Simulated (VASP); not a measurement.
Output of a VASP run:

### OSZICAR
```
       N       E                     dE             d eps       ncg     rms          rms(c)
DAV:   1     0.159157935197E+03    0.15916E+03   -0.95651E+03   560   0.144E+03
DAV:   2     0.456125907376E+01   -0.15460E+03   -0.15168E+03   596   0.352E+02
DAV:   3    -0.746790963656E+01   -0.12029E+02   -0.11915E+02   728   0.104E+02
DAV:   4    -0.772891324111E+01   -0.26100E+00   -0.26093E+00   616   0.188E+01
DAV:   5    -0.773788024927E+01   -0.89670E-02   -0.89669E-02   752   0.335E+00    0.292E+00
DAV:   6    -0.745904541624E+01    0.27883E+00   -0.72640E-01   780   0.664E+00    0.171E+00
DAV:   7    -0.745732761711E+01    0.17178E-02   -0.14042E-01   624   0.212E+00    0.930E-01
DAV:   8    -0.746408133860E+01   -0.67537E-02   -0.17879E-02   596   0.172E+00    0.174E-01
DAV:   9    -0.746371315046E+01    0.36819E-03   -0.28264E-03   848   0.662E-01    0.591E-02
DAV:  10    -0.746388893407E+01   -0.17578E-03   -0.37128E-04   590   0.131E-01    0.237E-02
DAV:  11    -0.746392120255E+01   -0.32268E-04   -0.17935E-04   634   0.148E-01    0.106E-02
DAV:  12    -0.746392153306E+01   -0.33051E-06   -0.96972E-06   686   0.221E-02
   1 F= -.74639215E+01 E0= -.74639215E+01  d E =-.746392E+01
       N       E                     dE             d eps       ncg     rms          rms(c)
DAV:   1    -0.946807798368E+01   -0.20042E+01   -0.71091E+01   686   0.170E+02    0.731E+00
DAV:   2    -0.784347444179E+01    0.16246E+01   -0.35025E+00   680   0.329E+01    0.288E+00
DAV:   3    -0.751952993943E+01    0.32394E+00   -0.14530E+00   686   0.201E+01    0.495E-01
DAV:   4    -0.752131606140E+01   -0.17861E-02   -0.31594E-02   572   0.198E+00    0.240E-01
DAV:   5    -0.752154122757E+01   -0.22517E-03   -0.91128E-03   686   0.128E+00    0.969E-02
DAV:   6    -0.752131963589E+01    0.22159E-03   -0.10142E-03   704   0.596E-01    0.257E-02
DAV:   7    -0.752133231805E+01   -0.12682E-04   -0.40399E-05   606   0.764E-02    0.812E-03
DAV:   8    -0.752134225905E+01   -0.99410E-05   -0.14463E-05   614   0.455E-02    0.291E-03
DAV:   9    -0.752134356354E+01   -0.13045E-05   -0.28946E-06   608   0.187E-02    0.220E-03
DAV:  10    -0.752134278211E+01    0.78144E-06   -0.54189E-07   466   0.460E-03
   2 F= -.75213428E+01 E0= -.75213428E+01  d E =-.574212E-01
       N       E                     dE             d eps       ncg     rms          rms(c)
DAV:   1    -0.761920070799E+01   -0.97857E-01   -0.29669E+00   686   0.299E+01    0.164E+00
DAV:   2    -0.753844522934E+01    0.80755E-01   -0.16269E-01   686   0.730E+00    0.606E-01
DAV:   3    -0.752506136216E+01    0.13384E-01   -0.60322E-02   686   0.413E+00    0.126E-01
DAV:   4    -0.752525967689E+01   -0.19831E-03   -0.12835E-03   566   0.354E-01    0.521E-02
DAV:   5    -0.752529411438E+01   -0.34437E-04   -0.15977E-04   696   0.164E-01    0.258E-02
DAV:   6    -0.752530286509E+01   -0.87507E-05   -0.17627E-05   608   0.532E-02    0.308E-03
DAV:   7    -0.752530148630E+01    0.13788E-05   -0.12555E-06   498   0.131E-02    0.160E-03
DAV:   8    -0.752530070587E+01    0.78043E-06   -0.59864E-07   352   0.123E-02
   3 F= -.75253007E+01 E0= -.75253007E+01  d E =-.613792E-01
```

### OUTCAR
```
------------------------ aborting loop because EDIFF is reached ----------------------------------------
  FORCE on cell =-STRESS in cart. coord.  units (eV):
  Direction    XX          YY          ZZ          XY          YZ          ZX
  --------------------------------------------------------------------------------------
  Total        0.0033712      0.0033712      0.0033712      0.0000000      0.0000000      0.0000000
  in kB        0.0866428      0.0866428      0.0866428      0.0000000      0.0000000      0.0000000
  external PRESSURE =       0.0866428 kB  Pullay stress =       0.0000000 kB
  volume of cell :       62.34
      direct lattice vectors                 reciprocal lattice vectors
     0.000000000  3.147092069  3.147092069    -0.158876826  0.158876826  0.158876826
     3.147092069 -0.000000000  3.147092069     0.158876826 -0.158876826  0.158876826
     3.147092069  3.147092069  0.000000000     0.158876826  0.158876826 -0.158876826
  FREE ENERGIE OF THE ION-ELECTRON SYSTEM (eV)
  ---------------------------------------------------
  free  energy   TOTEN  =        -7.5253007059 eV

  energy  without entropy=       -7.5253007059  energy(sigma->0) =       -7.52530071

 reached required accuracy - stopping structural energy minimisation
```
(Selected blocks of OUTCAR.)

File POSCAR:
```
PbSe
1
    0.0000000000     3.0600000000     3.0600000000
    3.0600000000     0.0000000000     3.0600000000
    3.0600000000     3.0600000000     0.0000000000
Pb Se
1 1
Direct
  0.0000000000   0.0000000000   0.0000000000
  0.5000000000   0.5000000000   0.5000000000
```

Write an INCAR and KPOINTS that could have produced this output.

One answer among several that fit: the input of the run itself, RPBE GGA, plane waves, VASP's PBE PAW potentials (set 64).

**INCAR**
```
ALGO=Normal
EDIFF=1E-6
EDIFFG=-0.01
ENCUT=520
GGA=RP
IBRION=2
ISIF=3
ISMEAR=0
LASPH=.TRUE.
LCHARG=.FALSE.
LMAXMIX=4
LREAL=.FALSE.
LWAVE=.FALSE.
NELM=100
NSW=60
PREC=Accurate
SIGMA=0.05
SYSTEM=PbSe
```

File KPOINTS:
```
Automatic mesh
0
Gamma
7 7 7
0 0 0
```

POTCAR, in this order: Pb_d Se (PBE.64 set). Program: vasp_std.

Energy and stress use the plane-wave basis of the starting cell.

The compound is PbSe in the rock salt structure. This run relaxes it. Symmetry was kept, so distortions that lower it aren't found.
